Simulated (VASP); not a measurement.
The system is MoS2.

```
CELL_PARAMETERS angstrom
3.16100 0.00000 0.00000
-1.58050 2.73751 0.00000
0.00000 0.00000 12.90975
ATOMIC_POSITIONS crystal
Mo 0.33333 0.66667 0.25000
Mo 0.66667 0.33333 0.75000
S 0.66667 0.33333 0.37123
S 0.66667 0.33333 0.12877
S 0.33333 0.66667 0.87123
S 0.33333 0.66667 0.62877
```

The cell was built by a generator and needn't be a form met in nature.

Program: VASP 6.6.1. Alike in all runs: task single point; potentials or basis VASP PAW PBE potentials, release 64 (Mo_sv, S); no spin polarisation; cell as given; k mesh 8 × 8 × 2; cutoff (eV) 520; smearing fermi-dirac 0.05 eV.

**Question.** Order these runs on this cell by their pressure, lowest first.
A. level PBE
B. level vdW-DF
C. level rev-vdW-DF2
D. level PBE+D3(BJ)

**Answer.** D (-1.5 GPa), C (0.5 GPa), A (2.1 GPa), B (7.3 GPa).

Caveats: the PAW data sets were made with another functional, which shifts forces and pressure a little (some runs); this functional lacks dispersion, which binds the layers, so the pressure and a relaxed spacing across them are unreliable (some runs).
